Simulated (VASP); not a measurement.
Given:

```
KF
1.0
    0.00000     2.67500     2.67500
    2.67500     0.00000     2.67500
    2.67500     2.67500     0.00000
K F
1 1
Direct
  0.00000   0.00000   0.00000
  0.50000   0.50000   0.50000
```

These are PBE GGA, VASP's PBE PAW potentials (set 64) (plane waves; VASP) values and carry that method's errors. Settings: 400 eV cut-off, 9×9×9 Γ-centred mesh, Fermi-Dirac smearing of 0.010 eV, potentials K_sv F.

At this cut-off the stress carries a Pulay error, which pulls relaxed volumes low.

Give the stress tensor in GPa (positive for a compressed cell).

```
-3.37   0.00   0.00
 0.00  -3.37   0.00
 0.00   0.00  -3.37
```
The pressure is its mean diagonal, -3.37 GPa.

The structure is a typed KF crystal (Fm-3m). The cell was not relaxed at this level.
